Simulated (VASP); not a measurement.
# Zr2BiSe2 (I4/mmm) in VASP: single point with PBE

Aim: the single point of Zr2BiSe2 with PBE.

Program: VASP 6.6.1. These are calculated values, not measurements. Logs are shortened: lines on timing, memory, paths and dates and some standing lists are left out, and cuts for length are marked.

### 1 The crystal as given

It takes space group I4/mmm (No. 139, tetragonal). Conventional cell: a = 4.169 Å, b = 4.169 Å, c = 13.935 Å, α = 90.00°, β = 90.00°, γ = 90.00°. Bi (site symmetry 4/mmm) has 8 Zr at 3.66 Å and 8 Se at 4.06 Å and 4 Bi at 4.17 Å as nearest neighbours. Se (site symmetry -4m2) is surrounded by 4 Zr at 2.46 Å. Zr (site symmetry 4mm) is surrounded by 4 Se at 2.46 Å.

The cell was built by a generator and needn't be a form met in nature.

### 2 Single point, PBE

Input file INCAR:

```
PREC     = Accurate       # precision mode
ENCUT    = 520            # plane-wave cutoff, eV
EDIFF    = 1E-6           # SCF threshold, eV
ISMEAR   = -1             # smearing method
SIGMA    = 0.0304         # smearing width, eV
LREAL    = False          # projectors in reciprocal space
LASPH    = True           # aspherical terms in the spheres
NELM     = 100            # most SCF steps
ALGO     = Fast           # electronic algorithm
ISIF     = 2              # what is computed and relaxed
LWAVE    = False          # write WAVECAR
LCHARG   = False          # write CHGCAR
GGA      = PE             # functional
NBANDS   = 34             # bands
```

Input file KPOINTS:

```
regular mesh
0
Gamma
  9 9 9
```

Input file POSCAR:

```
Zr2BiSe2
1.0
    0.0000000000      4.1691680000      0.0000000000
    4.1691680000      0.0000000000      0.0000000000
    2.0845840000      2.0845840000     -6.9673710000
Bi Se Zr
1 2 2
Direct
    0.0000000000      0.0000000000      0.0000000000
    0.2500000000      0.7500000000      0.5000000000
    0.7500000000      0.2500000000      0.5000000000
    0.3440000000      0.3440000000      0.3120000000
    0.6560000000      0.6560000000      0.6880000000
```

Potentials or basis: VASP PAW PBE potentials, release 64 (Bi_d, Se, Zr_sv).

Command:

```
$ cat potpaw_PBE.64/Bi_d/POTCAR potpaw_PBE.64/Se/POTCAR potpaw_PBE.64/Zr_sv/POTCAR > POTCAR
$ mpirun -np 1 vasp_std > vasp.out
```

OUTCAR:

```text
PREC = Accurate
   ENCUT = 520
   EDIFF = 1E-6
   ISMEAR = -1
   LREAL = False
   LASPH = True
   NELM = 100
   ISIF = 2
   GGA = PE

 ion  position               nearest neighbor table
   1  0.000  0.000  0.000-   5 3.66   5 3.66   5 3.66   4 3.66   4 3.66   4 3.66   5 3.66   4 3.66

   2  0.250  0.750  0.500-   4 2.46   4 2.46   5 2.46   5 2.46
   3  0.750  0.250  0.500-   4 2.46   4 2.46   5 2.46   5 2.46
   4  0.344  0.344  0.312-   2 2.46   3 2.46   2 2.46   3 2.46   1 3.66   1 3.66   1 3.66   1 3.66

   5  0.656  0.656  0.688-   2 2.46   3 2.46   2 2.46   3 2.46   1 3.66   1 3.66   1 3.66   1 3.66

  LATTYP: Found a body centered tetragonal cell.
 ALAT       =     4.1691680000
 C/A-ratio  =     3.3423316115

  Lattice vectors:

 A1 = (  -2.0845840000,   2.0845840000,   6.9673710000)
 A2 = (   2.0845840000,  -2.0845840000,   6.9673710000)
 A3 = (   2.0845840000,   2.0845840000,  -6.9673710000)

Analysis of symmetry for initial positions (statically):
=====================================================================
 Subroutine PRICEL returns:
 Original cell was already a primitive cell.

 Routine SETGRP: Setting up the symmetry group for a
 body centered tetragonal supercell.

 Subroutine GETGRP returns: Found 16 space group operations
 (whereof 16 operations were pure point group operations)
 out of a pool of 16 trial point group operations.

The static configuration has the point symmetry D_4h.

Analysis of symmetry for dynamics (positions and initial velocities):
=====================================================================
 Subroutine PRICEL returns:
 Original cell was already a primitive cell.

 Routine SETGRP: Setting up the symmetry group for a
 body centered tetragonal supercell.

 Subroutine GETGRP returns: Found 16 space group operations
 (whereof 16 operations were pure point group operations)
 out of a pool of 16 trial point group operations.

The dynamic configuration has the point symmetry D_4h.

 Subroutine INISYM returns: Found 16 space group operations
 (whereof 16 operations are pure point group operations),
 and found     1 'primitive' translations

----------------------------------------------------------------------------------------

                                     Primitive cell

  volume of cell :     121.1066

  direct lattice vectors                    reciprocal lattice vectors
     0.000000000  4.169168000  0.000000000     0.000000000  0.239856010  0.071763080
     4.169168000  0.000000000  0.000000000     0.239856010  0.000000000  0.071763080
     2.084584000  2.084584000 -6.967371000     0.000000000  0.000000000 -0.143526159

  length of vectors
     4.169168000  4.169168000  7.565397515     0.250361429  0.250361429  0.143526159

  position of ions in fractional coordinates (direct lattice)
     0.000000000  0.000000000  0.000000000
     0.250000000  0.750000000  0.500000000
     0.750000000  0.250000000  0.500000000
     0.344000000  0.344000000  0.312000000
     0.656000000  0.656000000  0.688000000

  ion indices of the primitive-cell ions
   primitive index   ion index
                 1           1
                 2           2
                 3           3
                 4           4
                 5           5

----------------------------------------------------------------------------------------

 KPOINTS: regular mesh

Automatic generation of k-mesh.
 Grid dimensions read from file:
 generate k-points for:    9    9    9

 Generating k-lattice:

  Cartesian coordinates                     Fractional coordinates (reciprocal lattice)
     0.000000000  0.026650668  0.007973676     0.111111111  0.000000000  0.000000000
     0.026650668  0.000000000  0.007973676     0.000000000  0.111111111  0.000000000
     0.000000000  0.000000000 -0.015947351     0.000000000  0.000000000  0.111111111

  Length of vectors
     0.027817937  0.027817937  0.015947351

  Shift w.r.t. Gamma in fractional coordinates (k-lattice)
     0.000000000  0.000000000  0.000000000

 Subroutine IBZKPT returns following result:
 ===========================================

 Found     75 irreducible k-points:

 Following reciprocal coordinates:
            Coordinates               Weight
  0.000000  0.000000  0.000000      1.000000
  0.111111  0.000000  0.000000      8.000000
  0.222222  0.000000  0.000000      8.000000
  0.333333  0.000000  0.000000      8.000000
  0.444444  0.000000  0.000000      8.000000
  0.111111  0.111111  0.000000      8.000000
[... 16 lines left out ...]
 -0.333333  0.333333  0.000000      4.000000
  0.444444  0.444444  0.000000      8.000000
 [... further k-points ...]
   k-points           NKPTS =     75   k-points in BZ     NKDIM =     75   number of bands    NBANDS=     34
   number of dos      NEDOS =    301   number of ions     NIONS =      5
   total plane-waves  NPLWV =  57344
   dimension x,y,z NGX =    32 NGY =   32 NGZ =   56
   dimension x,y,z NGXF=    64 NGYF=   64 NGZF=  112
   ions per type =               1   2   2
   NGX,Y,Z   is equivalent  to a cutoff of  12.76, 12.76, 12.31 a.u.
   NGXF,Y,Z  is equivalent  to a cutoff of  25.52, 25.52, 24.61 a.u.
 SYSTEM =  unknown system
   PREC   = accura    normal or accurate (medium, high low for compatibility)
   ISTART =      0    job   : 0-new  1-cont  2-samecut
   ICHARG =      2    charge: 1-file 2-atom 10-const
   ISPIN  =      1    spin polarized calculation?
   LNONCOLLINEAR =      F non collinear calculations
   LSORBIT =      F    spin-orbit coupling
   LASPH  =      T    aspherical Exc in radial PAW
   ENCUT  =  520.0 eV  38.22 Ry    6.18 a.u.   7.75  7.75 14.07*2*pi/ulx,y,z
   NELM   =    100;   NELMIN=  2; NELMDL= -5     # of ELM steps
   EDIFF  = 0.1E-05   stopping-criterion for ELM
   LREAL  =      F    real-space projection
   EDIFFG = 0.1E-04   stopping-criterion for IOM
   NSW    =      0    number of steps for IOM
   IBRION =     -1    ionic relax: 0-MD 1-quasi-New 2-CG
   NFREE  =      0    steps in history (QN), initial steepest desc. (CG)
   ISIF   =      2    stress and relaxation
   ISYM   =      2    0-nonsym 1-usesym 2-fastsym
   POTIM  = 0.5000    time-step for ionic-motion
   TEBEG  =    0.0;   TEEND  =   0.0 temperature during run
   PSTRESS=    0.0 pullay stress
   NELECT =      51.0000    total number of electrons
   NUPDOWN=      -1.0000    fix difference up-down
   EMIN   =  10.00;   EMAX   =-10.00  energy-range for DOS
   EFERMI =   0.00;   METHOD = LEGACY
   ISMEAR =    -1;   SIGMA  =   0.03  broadening in eV -4-tet -1-fermi 0-gaus
   EFERMI_NEDOS =   21; number of points for ismear=-14 and -15
   IALGO  =     68    algorithm
   IMIX   =      4    mixing-type and parameters
     AMIX     =   0.40;   BMIX     =  1.00
     AMIX_MAG =   1.60;   BMIX_MAG =  1.00
  volume/ion in A,a.u.               =      24.22       163.45
  Fermi-wavevector in a.u.,A,eV,Ry     =   1.227088  2.318860 20.486898  1.505745
  Thomas-Fermi vector in A             =   2.362064
   LORBIT       =      0    0 simple, 1 ext, 2 COOP (PROOUT), +10 PAW based schemes
   GGA     = PE    functional components
   LHFCALC =     F    Hartree Fock is set to
   AEXX    =    0.0000 exact exchange contribution
   IVDW    =     0    specifies the selected vdW correction
   LEPSILON=     F    determine dielectric tensor
   LRPA    =     F    only Hartree local field effects (RPA)
 non-spin polarized calculation
 RMM-DIIS sequential band-by-band and
  energy-cutoff  :      520.00
  volume of cell :      121.11
 maximum number of plane-waves:      3276
   NGX = 15   NGY = 15   NGZ = 29

 number of electron      51.0000001 magnetization

 Free energy of the ion-electron system (eV)
  ---------------------------------------------------
  ext. energy  EPLUGINS =         0.00000000
  ---------------------------------------------------
  free energy    TOTEN  =       -28.17740932 eV

  energy without entropy =      -28.15671358  energy(sigma->0) =      -28.16706145

 E-fermi :   7.7336     XC(G=0): -10.3009

 val. band max:        7.7284346985   @ k =  -0.1111  -0.1111   0.2222
 cond. band min:       7.7350126135   @ k =  -0.1111  -0.1111   0.3333
 fundamental gap:      0.0065779150
 Fermi energy:         7.7336076872

 k-point     1 :       0.0000    0.0000    0.0000
  band No.  band energies     occupation
      1     -41.9163      2.00000
      2     -41.9014      2.00000
      3     -20.1900      2.00000
      4     -20.1381      2.00000
      5     -20.1381      2.00000
      6     -20.0699      2.00000
[... 26 lines left out ...]
     33      10.6598      0.00000
     34      11.2363      0.00000

 k-point     2 :       0.1111    0.0000    0.0000
  band No.  band energies     occupation
      1     -41.9155      2.00000
      2     -41.9015      2.00000
      3     -20.1948      2.00000
      4     -20.1497      2.00000
      5     -20.1355      2.00000
      6     -20.0714      2.00000
[... 26 lines left out ...]
     33      10.9273      0.00000
     34      11.3409      0.00000

 k-point     3 :       0.2222    0.0000    0.0000
  band No.  band energies     occupation
      1     -41.9134      2.00000
      2     -41.9020      2.00000
      3     -20.2097      2.00000
      4     -20.1789      2.00000
      5     -20.1280      2.00000
      6     -20.0759      2.00000
[... 26 lines left out ...]
     33      11.2210      0.00000
     34      11.7006      0.00000

 k-point     4 :       0.3333    0.0000    0.0000
  band No.  band energies     occupation
      1     -41.9105      2.00000
      2     -41.9031      2.00000
      3     -20.2296      2.00000
      4     -20.2125      2.00000
      5     -20.1173      2.00000
      6     -20.0833      2.00000
[... 26 lines left out ...]
     33      10.8716      0.00000
     34      11.4530      0.00000

 k-point     5 :       0.4444    0.0000    0.0000
  band No.  band energies     occupation
      1     -41.9075      2.00000
      2     -41.9049      2.00000
      3     -20.2418      2.00000
      4     -20.2363      2.00000
      5     -20.1051      2.00000
      6     -20.0933      2.00000
[... 621 lines left out ...]
 k-point    22 :      -0.4444    0.3333    0.0000
  band No.  band energies     occupation
      1     -41.9049      2.00000
      2     -41.9034      2.00000
      3     -20.2648      2.00000
      4     -20.2599      2.00000
      5     -20.1222      2.00000
      6     -20.1122      2.00000
[... 26 lines left out ...]
     33      10.3102      0.00000
     34      10.9273      0.00000

 k-point    23 :      -0.3333    0.3333    0.0000
  band No.  band energies     occupation
      1     -41.9067      2.00000
      2     -41.9028      2.00000
      3     -20.2555      2.00000
      4     -20.2426      2.00000
      5     -20.1313      2.00000
      6     -20.1039      2.00000
[... 26 lines left out ...]
     33      10.5946      0.00000
     34      11.3412      0.00000

 k-point    24 :       0.4444    0.4444    0.0000
  band No.  band energies     occupation
      1     -41.9036      2.00000
      2     -41.9034      2.00000
      3     -20.2742      2.00000
      4     -20.2734      2.00000
      5     -20.1186      2.00000
      6     -20.1133      2.00000
[... 26 lines left out ...]
     33      10.4460      0.00000
     34      10.5821      0.00000

 [... further k-points ...]

------------------------ aborting loop because EDIFF is reached ----------------------------------------

  FORCE on cell =-STRESS in cart. coord.  units (eV):
  Direction    XX          YY          ZZ          XY          YZ          ZX
  --------------------------------------------------------------------------------------
  -------------------------------------------------------------------------------------
  Total       17.5149745     17.5149745      7.2482929      0.0000000     -0.0000000      0.0000000
  in kB      231.7140482    231.7140482     95.8911637      0.0000000     -0.0000000      0.0000000
  external PRESSURE =     186.4397534 kB  Pullay stress =       0.0000000 kB

 VOLUME and BASIS-vectors are now :
 -----------------------------------------------------------------------------
  energy-cutoff  :      520.00
  volume of cell :      121.11
      direct lattice vectors                 reciprocal lattice vectors
     0.000000000  4.169168000  0.000000000     0.000000000  0.239856010  0.071763080
     4.169168000  0.000000000  0.000000000     0.239856010  0.000000000  0.071763080
     2.084584000  2.084584000 -6.967371000     0.000000000  0.000000000 -0.143526159

 POSITION                                       TOTAL-FORCE (eV/Angst)
 -----------------------------------------------------------------------------------
      0.00000      0.00000      0.00000         0.000000      0.000000      0.000000
      4.16917      2.08458     -3.48369         0.000000     -0.000000     -0.000000
      2.08458      4.16917     -3.48369        -0.000000      0.000000      0.000000
      2.08458      2.08458     -2.17382         0.000000      0.000000      5.844275
      4.16917      4.16917     -4.79355        -0.000000     -0.000000     -5.844275
 -----------------------------------------------------------------------------------
    total drift:                               -0.000000     -0.000000     -0.000000

  FREE ENERGIE OF THE ION-ELECTRON SYSTEM (eV)
  ---------------------------------------------------
  free  energy   TOTEN  =       -28.1774093168 eV

  energy  without entropy=      -28.1567135834  energy(sigma->0) =      -28.16706145
```

Wall time 17 min (1 thread of Intel Xeon Platinum 8259CL at 2.50GHz (Skylake/Cascade Lake), shared host); peak memory 0.44 GiB.

Results:

```yaml
Free_energy: -28.1774 eV
Pressure: 18.6 GPa
Largest_force: 5.844 eV/Å
Band_gap_on_the_k_mesh: none (metal or under the smearing width)
```

Forces in eV/Å, atoms in the order of the input:
```
Bi   0.000  0.000  0.000
Se   0.000  0.000  0.000
Se   0.000  0.000  0.000
Zr   0.000  0.000  5.844
Zr   0.000  0.000 -5.844
```

Levels at points of the mesh, in eV from the Fermi level:
```tsv
k point	band 21	band 22	band 23	band 24	band 25	band 26	band 27	band 28	band 29	band 30
(0.00, 0.00, 0.00)	-2.46	-2.46	-0.68	-0.55	-0.34	0.61	0.61	1.04	1.10	1.68
```

Caveat: so large a pressure means that the cell lies far from this level's equilibrium, or that cutoff or potentials fall short; spin-orbit coupling is left out, which moves the levels of the heavy elements; forces of over 1 eV/Å show positions far from the minimum, so gaps and moduli don't describe the material at rest.
